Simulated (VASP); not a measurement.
The system is Si.

```
Si
1.0
     3.83132    0.00000    0.00000
    -1.91566    3.31802    0.00000
     0.00000    0.00000    6.33262
Si
4
Direct
  0.33333 0.66667 0.06301
  0.66667 0.33333 0.56301
  0.33333 0.66667 0.43699
  0.66667 0.33333 0.93699
```

This isn't the form of Si at room conditions, which is diamond.

| Item | Value |
| --- | --- |
| Program | VASP 6.6.1 |
| Task | relaxation of cell and atoms |
| Functional | LDA |
| Potentials or basis | VASP PAW LDA potentials, release 64 (Si) |
| Cutoff | 600 eV |
| k mesh | 12 × 12 × 6 |
| Occupations | gaussian, width 0.02 eV |
| Spin | no spin polarisation |

At the start: pressure -2.0 GPa; volume 20.13 Å³/atom.

Task: How do energy, volume and symmetry change on relaxing?

Result: Over 7 steps the energy falls by 2.7 meV/atom and the volume is 19.70 Å³/atom (-2.1 %); space group P6_3/mmc (No. 194, to 0.05 Å).

The path:
| step | energy change (eV) | largest force (eV/Å) | pressure (GPa) | volume (Å³) |
| --- | --- | --- | --- | --- |
| 1 | 0.0000 | 0.0126 | -2.00 | 80.50 |
| 2 | -0.0056 | 0.0281 | 1.49 | 77.62 |
| 3 | -0.0109 | 0.0107 | 0.00 | 78.78 |
| 4 | -0.0109 | 0.0112 | 0.04 | 78.75 |
| 5 | -0.0110 | 0.0018 | -0.02 | 78.80 |
| 6 | -0.0110 | 0.0013 | -0.02 | 78.79 |
| 7 | -0.0110 | 0.0002 | 0.00 | 78.78 |

Final structure:
```
Si
1.0
     3.80280    0.00000    0.00000
    -1.90140    3.29332    0.00000
     0.00000    0.00000    6.29048
Si
4
Direct
  0.33333 0.66667 0.06304
  0.66667 0.33333 0.56304
  0.33333 0.66667 0.43696
  0.66667 0.33333 0.93696
```
